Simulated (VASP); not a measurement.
A VASP calculation is set up with these files.

INCAR:
```
# general
SYSTEM  = In4AsSb3
PREC    = Accurate
ENCUT   = 400
LREAL   = F
LASPH   = T   # aspherical one-centre terms

# electronic loop
EDIFF   = 1E-6
NELM    = 100   # most electronic steps
ALGO    = Normal   # blocked Davidson
LMAXMIX = 4   # l cut-off of mixed one-centre charges

# smearing
ISMEAR  = 1   # Methfessel-Paxton
SIGMA   = 0.1   # width (eV)

# functional
GGA     = PS

# ions
IBRION  = 2   # conjugate gradients
NSW     = 60   # most ionic steps
ISIF    = 3   # ions, shape and volume
EDIFFG  = -0.02   # ionic stop

# output
LWAVE   = F
LCHARG  = F
```

File KPOINTS:
```
Automatic mesh
0
Gamma
 8 8 2
0 0 0
```

POSCAR:
```
In4AsSb3
1
   -0.0000000000     3.2112705935     3.2112705935
    3.2112705935     0.0000000000     3.2112705935
   12.8889857211    12.8889857211    -0.0439033472
In Sb As
4 3 1
Direct
  0.0150991849   0.0150991849   0.9886756113
  0.0054143633   0.0054143633   0.2459392275
  0.9962111458   0.9962111458   0.5028416407
  0.9847020538   0.9847020538   0.7614734596
  0.2576547791   0.2576547791   0.0567589157
  0.2490922241   0.2490922241   0.3131808319
  0.2397942080   0.2397942080   0.5701543440
  0.2520320410   0.2520320410   0.8109759692
```

POTCAR, in this order: In_d Sb As (PBE.64 set). Program: vasp_std.

Write an equivalent input for Quantum ESPRESSO's pw.x.

One equivalent input (not run):
```
&CONTROL
  calculation = 'vc-relax'
  pseudo_dir = './pseudo'
  outdir = './out'
  tprnfor = .true.
  tstress = .true.
  nstep = 60
  forc_conv_thr = 0.00078
/
&SYSTEM
  ibrav = 0
  nat = 8
  ntyp = 3
  ecutwfc = 84
  occupations = 'smearing'
  smearing = 'methfessel-paxton'
  degauss = 0.00735
  input_dft = 'pbesol'
/
&ELECTRONS
  conv_thr = 7.3e-08
  electron_maxstep = 100
/
&IONS
/
&CELL
/
ATOMIC_SPECIES
  In 114.818 In.upf
  Sb 121.760 Sb.upf
  As 74.922 As.upf
CELL_PARAMETERS angstrom
    -0.0000000    3.2112706    3.2112706
     3.2112706    0.0000000    3.2112706
    12.8889857   12.8889857   -0.0439033
ATOMIC_POSITIONS crystal
  In   0.0150992  0.0150992  0.9886756
  In   0.0054144  0.0054144  0.2459392
  In   0.9962111  0.9962111  0.5028416
  In   0.9847021  0.9847021  0.7614735
  Sb   0.2576548  0.2576548  0.0567589
  Sb   0.2490922  0.2490922  0.3131808
  Sb   0.2397942  0.2397942  0.5701543
  As   0.2520320  0.2520320  0.8109760
K_POINTS automatic
  8 8 2 0 0 0
```
The two are equivalent in intent, not identical: the potentials are each code's own (VASP's PAW set, PseudoDojo norm-conserving files in pw.x), so ENCUT and ecutwfc are chosen apart and not converted; conv_thr bounds pw.x's estimated SCF error, while EDIFF bounds the energy change between steps; forc_conv_thr acts on force components and is met together with etot_conv_thr.

The structure was generated: In4AsSb3 was put into an ordered model structure (R3m), which need not be its known phase. This run relaxes it. Symmetry was kept, so distortions that lower it aren't found. The start is the result of an earlier pass.
